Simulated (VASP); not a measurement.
Input:

```
CELL_PARAMETERS angstrom
      1.38246    -2.39449     0.00000
      1.38246     2.39449     0.00000
      0.00000     0.00000     4.35510
ATOMIC_POSITIONS crystal
  Os 0.33333 0.66667 0.25000
  Os 0.66667 0.33333 0.75000
```

Level of theory: PW91 GGA, VASP's PBE PAW potentials (set 64) (plane waves; VASP 6.6.1). Run with 520 eV cut-off, 14×14×8 Γ-centred mesh, first-order Methfessel-Paxton smearing of 0.10 eV, potentials Os.

Unless said otherwise, spin-orbit coupling is left out, though it shifts the bands of the heavy elements here.

Predict the energy per atom (σ→0), band gap (on the k-mesh) with the smallest direct gap where there is one.

- band gap (on the k-mesh): none (metal, semimetal or under 0.01 eV)
- energy per atom (σ→0): -11.174 eV/atom

Only differences to runs with the same potentials and settings are physical.

The compound is Os in the hcp structure. It was relaxed first. The start is the result of an earlier pass.
